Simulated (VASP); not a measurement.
# K(110): what the settings do to the level below the vacuum, part 2 of 2

How far does the level below the vacuum of K(110) depend on the numerical settings, and how far on the functional?

VASP 6.6.1, plane waves and PAW; the level of theory is named at each step.

So far, highest filled level below the vacuum (eV): step 2 (the base run, PBE) 2.37; step 11 (a lower cutoff, ENCUT 210, PBE) 2.37; step 13 (another smearing width, SIGMA 0.02, PBE) 2.38; step 14 (another smearing width, SIGMA 0.4, PBE) 2.37; step 16 (another level, functional LDA, disp none) 2.51.

## (17) Another level, functional PBEsol, disp none

This step: PBEsol; plane waves and PAW (K_pv) (VASP 6.6.1).

INCAR

```
SYSTEM = K
PREC = Normal
ENCUT = 350
EDIFF = 1E-06
NELM = 120
ISMEAR = 1
SIGMA = 0.1
LREAL = .FALSE.
ALGO = Normal
GGA = PS
NBANDS = 31
LORBIT = 11
LWAVE = .FALSE.
LCHARG = .FALSE.
KPAR = 4
IDIPOL = 3
LDIPOL = .TRUE.
DIPOL = 0.5 0.5 0.5
LVHAR = .TRUE.
LVACPOTAV = .TRUE.
```

POSCAR

```
K
1.0
    3.6981684656     -2.6150000000      0.0000000000
    3.6981684656      2.6150000000      0.0000000000
    0.0000000000      0.0000000000     40.1890107936
K
7
Direct
    0.0000000000      0.0000000000      0.2239418145
    0.5000000000      0.5000000000      0.3159612097
    0.0000000000      0.0000000000      0.4079806048
    0.5000000000      0.5000000000      0.5000000000
    0.0000000000      0.0000000000      0.5920193952
    0.5000000000      0.5000000000      0.6840387903
    0.0000000000      0.0000000000      0.7760581855
```

KPOINTS

```
Automatic mesh
0
Gamma
6 6 1
0 0 0
```

Potentials, in the order of the species: K_pv (PBE family, release 64).

Command:

```sh
$ mpirun -np 4 vasp_std
```

The job ended after 89 s (4 MPI ranks of AMD EPYC 7R43, shared host; peak memory 1.5 GiB; 5.9 min of CPU time).

The PAW data sets were made with PBE, which is usual practice but a small mismatch for other functionals.

Against the base run its depth below the vacuum changes by +0.02 eV.

## (18) Another level, functional RPBE, disp none

This step: RPBE; plane waves and PAW (K_pv) (VASP 6.6.1).

Changes to INCAR since step 17:

```diff
@@ -9,3 +9,3 @@
 ALGO = Normal
-GGA = PS
+GGA = RP
 NBANDS = 31
```

POSCAR is that of step 17.

KPOINTS is that of step 17.

Command:

```sh
$ mpirun -np 4 vasp_std
```

It took 89 s on 4 MPI ranks; peak memory 1.5 GiB.

Against the base run its depth below the vacuum changes by -0.08 eV.

## (19) Another level, functional optB88-vdW, disp nonlocal

This step: optB88-vdW; plane waves and PAW (K_pv) (VASP 6.6.1).

Changes to INCAR since step 18:

```diff
@@ -9,3 +9,8 @@
 ALGO = Normal
-GGA = RP
+GGA = BO
+AGGAC = 0
+LUSE_VDW = .TRUE.
+PARAM1 = 0.1833333333
+PARAM2 = 0.22
+LASPH = .TRUE.
 NBANDS = 31
```

POSCAR is that of step 18.

KPOINTS is that of step 18.

Command:

```sh
$ mpirun -np 4 vasp_std
```

The job ended after 7.5 min (4 MPI ranks; peak memory 3.6 GiB; 30 min of CPU time).

Against the base run its depth below the vacuum changes by +0.15 eV.

## (20) Another level, functional r2SCAN, disp none

This step: r2SCAN; plane waves and PAW (K_pv) (VASP 6.6.1).

Changes to INCAR since step 19:

```diff
@@ -9,7 +9,3 @@
 ALGO = Normal
-GGA = BO
-AGGAC = 0
-LUSE_VDW = .TRUE.
-PARAM1 = 0.1833333333
-PARAM2 = 0.22
+METAGGA = R2SCAN
 LASPH = .TRUE.
```

POSCAR is that of step 19.

KPOINTS is that of step 19.

Command:

```sh
$ mpirun -np 4 vasp_std
```

Wall time 5.2 min (4 MPI ranks); peak memory 1.6 GiB.

Against the base run its depth below the vacuum changes by -0.01 eV.

## (21) Side by side

Times are for 4 MPI ranks of AMD EPYC 7R43, shared host. Results by setting:

```
no.  functional  highest filled level below the vacuum (eV)     time  memory (GiB)
  1         LDA                                       2.508     76 s           1.2
  2      PBEsol                                       2.394     89 s           1.5
  3        RPBE                                       2.296     89 s           1.5
  4  optB88-vdW                                       2.522  7.5 min           3.6
  5      r2SCAN                                       2.359  5.2 min           1.6
```

## (22) All runs together

This step: slab, study of settings, base PBE; plane waves and PAW (VASP 6.6.1).

No new run; the numbers come from the runs before.

This step gave:

| Quantity | Value |
| --- | --- |
| highest filled level below the vacuum | 2.373 eV |

Energies of other functionals are not comparable and are left out. All runs:

```
change from the base run  level below the vacuum (eV)  shift (eV)  energy change (meV/atom)  core seconds
                    base                        2.373           0                         0           364
              mesh 3 x 3                        2.349      -0.024                       -42           104
              mesh 3 x 3                        2.349      -0.024                       -42           112
              mesh 9 x 9                        2.376       0.003                      -6.8           508
              vacuum 5 A                            -           -                     -17.7           152
              vacuum 8 A                            -           -                      -1.3           256
             vacuum 24 A                        2.375       0.002                         0           400
           cutoff 210 eV                        2.374       0.001                      -0.1           144
           cutoff 280 eV                        2.374       0.001                      -0.1           248
        smearing 0.02 eV                        2.379       0.006                       0.2           332
         smearing 0.4 eV                        2.369      -0.004                      -0.7           344
                     LDA                        2.508       0.134                         -           304
                  PBEsol                        2.394        0.02                         -           356
                    RPBE                        2.296      -0.077                         -           356
              optB88-vdW                        2.522       0.149                         -          1792
                  r2SCAN                        2.359      -0.014                         -          1236
```

## (23) Results

```
highest filled level below the vacuum : 2.37 eV
```

**Reading.** The base run puts the highest filled level 2.37 eV below the vacuum at the upper face. Among the meshes tried the largest shift is -0.02 eV (mesh 3 x 3, at 0.29 times the cost). The vacuum widths shift it by about 0.01 eV or less. The lower cutoffs shift it by about 0.01 eV or less. The smearing widths shift it by about 0.01 eV or less. With vacuum 5 A and vacuum 8 A the program printed no vacuum level, so no level is given there, and the line on vacuum widths holds for the others alone. The functionals span 0.23 eV, from RPBE to optB88-vdW. The program warns that it found no field-free region at its default tolerance, also in runs whose level could not be checked against a flat part of the potential; that adds doubt to those levels. The thickness of the slab was not varied, and the small cell can't reconstruct. Costs come from a shared host, and the base run also writes a finer density of states, so small ratios mean little. All runs hold the atoms as cut and share one family of PAW data sets, so relaxation and each functional's own lattice are left out. LASPH is on in the runs with optB88-vdW and r2SCAN and off in those with LDA, PBE, PBEsol and RPBE, so these rows differ in more than the functional.

[Lines on the potential files, build, host, timing and source positions are cut from VASP's logs without a mark.]

[Logs are printed without paths, hosts, clocks, repeated set-up lines and the standing remarks that a program may print on its own settings, such as how far it seeks lower states.]

[Hosts, paths, dates, database ids (printed as entryN), source tags and the programs' standing remarks are cut or masked in the printed files.]

[In band tables of VASP the shares of atoms and orbitals are scaled to a sum of 1 inside the atoms' spheres.]

[Runs that stopped without an error message from VASP are left out.]
